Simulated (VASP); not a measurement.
OSZICAR of a VASP run on Ba (bcc):

### OSZICAR
```
       N       E                     dE             d eps       ncg     rms          rms(c)
DAV:   1     0.586100385848E+02    0.58610E+02   -0.43813E+03   630   0.917E+02
DAV:   2     0.635307647093E+00   -0.57975E+02   -0.57014E+02   773   0.150E+02
DAV:   3    -0.161876425387E+01   -0.22541E+01   -0.22476E+01   830   0.348E+01
DAV:   4    -0.166890120277E+01   -0.50137E-01   -0.50052E-01   964   0.425E+00
DAV:   5    -0.166919155494E+01   -0.29035E-03   -0.29033E-03   896   0.243E-01    0.163E+00
DAV:   6    -0.167128675904E+01   -0.20952E-02   -0.34770E-03   855   0.700E-01    0.980E-01
DAV:   7    -0.167412955981E+01   -0.28428E-02   -0.99486E-03   718   0.128E+00    0.547E-02
DAV:   8    -0.167446359111E+01   -0.33403E-03   -0.52671E-04   915   0.197E-01    0.304E-02
DAV:   9    -0.167448013539E+01   -0.16544E-04   -0.18912E-05   906   0.395E-02    0.857E-03
DAV:  10    -0.167448365405E+01   -0.35187E-05   -0.10978E-05   750   0.271E-02    0.132E-03
DAV:  11    -0.167448357437E+01    0.79687E-07   -0.48365E-07   475   0.661E-03
   1 F= -.16744836E+01 E0= -.16738880E+01  d E =-.167448E+01
       N       E                     dE             d eps       ncg     rms          rms(c)
DAV:   1    -0.178863762943E+01   -0.11415E+00   -0.32417E+00   631   0.146E+01    0.140E+00
DAV:   2    -0.170826520352E+01    0.80372E-01   -0.16425E-01   634   0.407E+00    0.687E-01
DAV:   3    -0.168273730649E+01    0.25528E-01   -0.15499E-01   841   0.273E+00    0.228E-01
DAV:   4    -0.168292266276E+01   -0.18536E-03   -0.13178E-03   666   0.359E-01    0.202E-01
DAV:   5    -0.168411914513E+01   -0.11965E-02   -0.12299E-03   742   0.322E-01    0.278E-02
DAV:   6    -0.168412397491E+01   -0.48298E-05   -0.48515E-05   887   0.502E-02    0.213E-02
DAV:   7    -0.168413125472E+01   -0.72798E-05   -0.15223E-05   713   0.533E-02    0.257E-03
DAV:   8    -0.168413178036E+01   -0.52564E-06   -0.45557E-07   379   0.763E-03
   2 F= -.16841318E+01 E0= -.16836471E+01  d E =-.964821E-02
       N       E                     dE             d eps       ncg     rms          rms(c)
DAV:   1    -0.186102875750E+01   -0.17690E+00   -0.54319E+00   631   0.188E+01    0.180E+00
DAV:   2    -0.172772197135E+01    0.13331E+00   -0.27904E-01   634   0.530E+00    0.889E-01
DAV:   3    -0.168423501690E+01    0.43487E-01   -0.26385E-01   817   0.355E+00    0.295E-01
DAV:   4    -0.168457828355E+01   -0.34327E-03   -0.27440E-03   673   0.516E-01    0.258E-01
DAV:   5    -0.168652780714E+01   -0.19495E-02   -0.17476E-03   755   0.379E-01    0.357E-02
DAV:   6    -0.168655203731E+01   -0.24230E-04   -0.72272E-05   958   0.636E-02    0.230E-02
DAV:   7    -0.168656318800E+01   -0.11151E-04   -0.22634E-05   687   0.669E-02    0.401E-03
DAV:   8    -0.168656507774E+01   -0.18897E-05   -0.80124E-07   460   0.115E-02    0.123E-03
DAV:   9    -0.168656512323E+01   -0.45491E-07   -0.29462E-07   334   0.529E-03
   3 F= -.16865651E+01 E0= -.16862355E+01  d E =-.120815E-01
       N       E                     dE             d eps       ncg     rms          rms(c)
DAV:   1    -0.170084991038E+01   -0.14285E-01   -0.42767E-01   631   0.532E+00    0.513E-01
DAV:   2    -0.168998382436E+01    0.10866E-01   -0.19598E-02   633   0.139E+00    0.247E-01
DAV:   3    -0.168676984860E+01    0.32140E-02   -0.19952E-02   881   0.966E-01    0.782E-02
DAV:   4    -0.168680069532E+01   -0.30847E-04   -0.13340E-04   663   0.112E-01    0.706E-02
DAV:   5    -0.168702344703E+01   -0.22275E-03   -0.19824E-04   811   0.133E-01    0.112E-02
DAV:   6    -0.168702352721E+01   -0.80180E-07   -0.58275E-06   762   0.176E-02
   4 F= -.16870235E+01 E0= -.16866707E+01  d E =-.125400E-01
```

Q: Which electronic solver shows in the log?

A: It is blocked Davidson (ALGO = Normal, or the opening steps of other solvers). The INCAR had ALGO = Normal.

Q: Can the final energy be trusted as converged?

A: The calculation finished and met its thresholds. It stopped with EDIFF = 1E-6, NELM = 100, NSW = 60 and EDIFFG = -0.01 after 4 ionic steps (RPBE GGA, plane waves, VASP's PBE PAW potentials (set 64)). Energy and stress use the plane-wave basis of the starting cell.

The compound is Ba in the bcc structure. This run relaxes it. Symmetry was kept, so distortions that lower it aren't found.
